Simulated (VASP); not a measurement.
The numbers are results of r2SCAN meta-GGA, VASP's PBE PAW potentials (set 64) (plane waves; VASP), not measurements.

A VASP calculation is set up with these files.

File POSCAR:
```
CrO2
1
    4.4092938366     0.0000000000     0.0000000000
    0.0000000000     4.4092938366     0.0000000000
    0.0000000000     0.0000000000     2.9173890547
Cr O
2 4
Direct
  0.0000000000   1.0000000000   0.0000000000
  0.5000000000   0.5000000000   0.5000000000
  0.3027928009   0.3027928009   0.0000000000
  0.8027928009   0.1972071991   0.5000000000
  0.1972071991   0.8027928009   0.5000000000
  0.6972071991   0.6972071991   0.0000000000
```

**INCAR**
```
ALGO=Normal
EDIFF=1E-7
ENCUT=520
ISIF=2
ISMEAR=-5
ISPIN=2
LASPH=T
LCHARG=F
LEFG=T
LMAXMIX=4
LMIXTAU=T
LORBIT=11
LREAL=F
LWAVE=F
MAGMOM=2.4 2.4 -0.1 -0.1 -0.1 -0.1
METAGGA=R2SCAN
NEDOS=601
NELM=100
PREC=Accurate
SYSTEM=CrO2
```

File KPOINTS_OPT:
```
k-points along high-symmetry lines
6
Line-mode
Reciprocal
  0.000000   0.000000   0.000000 ! GAMMA
  0.000000   0.500000   0.000000 ! X

  0.000000   0.500000   0.000000 ! X
  0.500000   0.500000   0.000000 ! M

  0.500000   0.500000   0.000000 ! M
  0.000000   0.000000   0.000000 ! GAMMA

  0.000000   0.000000   0.000000 ! GAMMA
  0.000000   0.000000   0.500000 ! Z

  0.000000   0.000000   0.500000 ! Z
  0.000000   0.500000   0.500000 ! R

  0.000000   0.500000   0.500000 ! R
  0.500000   0.500000   0.500000 ! A

  0.500000   0.500000   0.500000 ! A
  0.000000   0.000000   0.500000 ! Z

  0.000000   0.500000   0.000000 ! X
  0.000000   0.500000   0.500000 ! R

  0.500000   0.500000   0.000000 ! M
  0.500000   0.500000   0.500000 ! A
```

### KPOINTS
```
K-points
0
Gamma
8 8 12
```

POTCAR, in this order: Cr_pv O (PBE.64 set). Program: vasp_std.

What VASP printed:

File OSZICAR:
```
       N       E                     dE             d eps       ncg     rms          rms(c)
DAV:   1     0.608173072725E+03    0.60817E+03   -0.27149E+04 12608   0.182E+03
DAV:   2    -0.210496746684E+02   -0.62922E+03   -0.59732E+03 13646   0.542E+02
DAV:   3    -0.946268337821E+02   -0.73577E+02   -0.72163E+02 14998   0.180E+02
DAV:   4    -0.966965188561E+02   -0.20697E+01   -0.20057E+01 14928   0.296E+01
DAV:   5    -0.967588188057E+02   -0.62300E-01   -0.62119E-01 17058   0.495E+00    0.435E+01
DAV:   6    -0.725891192109E+02    0.24170E+02   -0.12966E+02 14458   0.106E+02    0.289E+01
DAV:   7    -0.678566427537E+02    0.47325E+01   -0.56662E+01 15334   0.752E+01    0.168E+01
DAV:   8    -0.667433038506E+02    0.11133E+01   -0.39873E+00 16088   0.182E+01    0.638E+00
DAV:   9    -0.671133415808E+02   -0.37004E+00   -0.20885E+00 15856   0.111E+01    0.698E+00
DAV:  10    -0.671039678579E+02    0.93737E-02   -0.26369E-01 15908   0.335E+00    0.858E+00
DAV:  11    -0.670626001356E+02    0.41368E-01   -0.20850E-02 17436   0.900E-01    0.901E+00
DAV:  12    -0.670708102690E+02   -0.82101E-02   -0.40249E-03 16822   0.423E-01    0.985E+00
DAV:  13    -0.670617472315E+02    0.90630E-02   -0.37617E-03 17002   0.418E-01    0.108E+01
DAV:  14    -0.671352918698E+02   -0.73545E-01   -0.20917E-01 16200   0.372E+00    0.577E+00
DAV:  15    -0.671372396659E+02   -0.19478E-02   -0.56319E-02 17144   0.178E+00    0.333E+00
DAV:  16    -0.671377026612E+02   -0.46300E-03   -0.15438E-02 15980   0.974E-01    0.310E+00
DAV:  17    -0.671416464387E+02   -0.39438E-02   -0.67972E-03 15912   0.712E-01    0.660E-01
DAV:  18    -0.671423535354E+02   -0.70710E-03   -0.15699E-03 15302   0.324E-01    0.120E+00
DAV:  19    -0.671424518050E+02   -0.98270E-04   -0.38840E-04 17372   0.146E-01    0.154E-01
DAV:  20    -0.671425708955E+02   -0.11909E-03   -0.93297E-05 16344   0.782E-02    0.215E-01
DAV:  21    -0.671425527487E+02    0.18147E-04   -0.43304E-05 15222   0.568E-02    0.800E-02
DAV:  22    -0.671425686763E+02   -0.15928E-04   -0.93901E-06 16002   0.274E-02    0.126E-02
DAV:  23    -0.671425717332E+02   -0.30569E-05   -0.98440E-07 14712   0.818E-03    0.962E-03
DAV:  24    -0.671425684469E+02    0.32863E-05   -0.17894E-07  8520   0.359E-03    0.420E-03
DAV:  25    -0.671425662371E+02    0.22098E-05   -0.47051E-08  7252   0.178E-03    0.736E-03
DAV:  26    -0.671425664885E+02   -0.25138E-06   -0.11741E-08  6942   0.993E-04    0.268E-03
DAV:  27    -0.671425669723E+02   -0.48379E-06   -0.79639E-09  6822   0.573E-04    0.820E-04
DAV:  28    -0.671425668263E+02    0.14600E-06   -0.24265E-09  6750   0.310E-04    0.414E-04
DAV:  29    -0.671425668540E+02   -0.27761E-07   -0.11541E-09  6630   0.188E-04
   1 F= -.67142567E+02 E0= -.67142567E+02  d E =0.000000E+00  mag=     4.0000
       N       E                     dE             ncg
```

File OUTCAR:
```
------------------------ aborting loop because EDIFF is reached ----------------------------------------
  FORCE on cell =-STRESS in cart. coord.  units (eV):
  Direction    XX          YY          ZZ          XY          YZ          ZX
  --------------------------------------------------------------------------------------
  Total        0.0034379      0.0034379      0.0194478      0.0000000      0.0000000      0.0000000
  in kB        0.0971104      0.0971104      0.5493481      0.0000000      0.0000000      0.0000000
  external PRESSURE =       0.2478563 kB  Pullay stress =       0.0000000 kB
  volume of cell :       56.72
      direct lattice vectors                 reciprocal lattice vectors
     4.409293837  0.000000000  0.000000000     0.226793686  0.000000000  0.000000000
     0.000000000  4.409293837  0.000000000     0.000000000  0.226793686  0.000000000
     0.000000000  0.000000000  2.917389055     0.000000000  0.000000000  0.342772246
 POSITION                                       TOTAL-FORCE (eV/Angst)
 -----------------------------------------------------------------------------------
      0.00000      0.00000      0.00000         0.000000      0.000000      0.000000
      2.20465      2.20465      1.45869         0.000000      0.000000      0.000000
      1.33510      1.33510      0.00000        -0.004123     -0.004123     -0.000000
      3.53975      0.86954      1.45869        -0.004123      0.004123      0.000000
      0.86954      3.53975      1.45869         0.004123     -0.004123     -0.000000
      3.07419      3.07419      0.00000         0.004123      0.004123      0.000000
 -----------------------------------------------------------------------------------
    total drift:                                0.000000      0.000000     -0.000000
  FREE ENERGIE OF THE ION-ELECTRON SYSTEM (eV)
  ---------------------------------------------------
  free  energy   TOTEN  =       -67.1425668540 eV

  energy  without entropy=      -67.1425668540  energy(sigma->0) =      -67.14256685

 total charge

# of ion       s       p       d       tot
------------------------------------------
    1        0.655   6.463   3.967  11.084
    2        0.655   6.463   3.967  11.084
    3        1.577   3.496   0.000   5.073
    4        1.577   3.496   0.000   5.073
    5        1.577   3.496   0.000   5.073
    6        1.577   3.496   0.000   5.073
--------------------------------------------------
tot          7.619  26.909   7.934  42.463

 magnetization (x)

# of ion       s       p       d       tot
------------------------------------------
    1        0.169   0.035   2.153   2.356
    2        0.169   0.035   2.153   2.356
    3       -0.003  -0.124   0.000  -0.127
    4       -0.003  -0.124   0.000  -0.127
    5       -0.003  -0.124   0.000  -0.127
    6       -0.003  -0.124   0.000  -0.127
--------------------------------------------------
tot          0.324  -0.425   4.305   4.204

 Electric field gradients after diagonalization (V/A^2)
 (convention: |V_zz| > |V_xx| > |V_yy|)
----------------------------------------------------------------------
 ion       V_xx      V_yy      V_zz     asymmetry (V_yy - V_xx)/ V_zz
----------------------------------------------------------------------
   1      26.490    23.680   -50.170       0.056
   2      26.490    23.680   -50.170       0.056
   3     -18.449    -4.954    23.402       0.577
   4     -18.449    -4.954    23.402       0.577
   5     -18.449    -4.954    23.402       0.577
   6     -18.449    -4.954    23.402       0.577
```
(Selected blocks of OUTCAR.)

For a metal the tetrahedron method with Blöchl corrections gives inexact stress and forces.

The compound is CrO2 in the rutile structure. It was relaxed first.
